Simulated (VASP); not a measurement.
Input:

```
CELL_PARAMETERS angstrom
      0.00000     2.82865     2.82865
      2.82865     0.00000     2.82865
      2.82865     2.82865     0.00000
ATOMIC_POSITIONS crystal
  Zn 0.00000 0.00000 0.00000
  Se 0.25000 0.25000 0.25000
```

Computed with r2SCAN meta-GGA, VASP's PBE PAW potentials (set 64) (plane waves; VASP). Settings: 400 eV cut-off, 15×15×15 Γ-centred mesh, Gaussian smearing of 0.010 eV, potentials Zn Se.

Q: Estimate the energy per atom (σ→0), band gap (on the k-mesh) with the smallest direct gap where there is one.

A: 
- band gap (on the k-mesh): 1.89 eV
- smallest direct gap (on the k-mesh): 1.89 eV
- energy per atom (σ→0): -12.451 eV/atom

Total energies compare only between runs with the same potentials, cut-off and functional.

The compound is ZnSe in the zinc blende structure. It was relaxed first.
